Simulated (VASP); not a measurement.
Given:

```xyz
3
Lattice="0.0000 3.1739 3.1739 3.1739 0.0000 3.1739 3.1739 3.1739 0.0000" Properties=species:S:1:pos:R:3 pbc="T T T"
Ba     0.0000     0.0000     0.0000
F      1.5870     1.5870     1.5870
F      4.7609     4.7609     4.7609
```

Level of theory: r2SCAN meta-GGA, VASP's PBE PAW potentials (set 64) (plane waves; VASP). Numerical set-up: 520 eV cut-off, 6×6×6 Γ-centred mesh, Gaussian smearing of 0.050 eV, potentials Ba_sv F.

Task: Give the stress tensor in GPa (positive for a compressed cell).

Result: 
```
-3.06   0.00   0.00
 0.00  -3.06   0.00
 0.00   0.00  -3.06
```
The pressure is its mean diagonal, -3.06 GPa.

The compound is BaF2 in the fluorite structure. This cell is one point of a volume scan, at 1.06 of the reference volume.
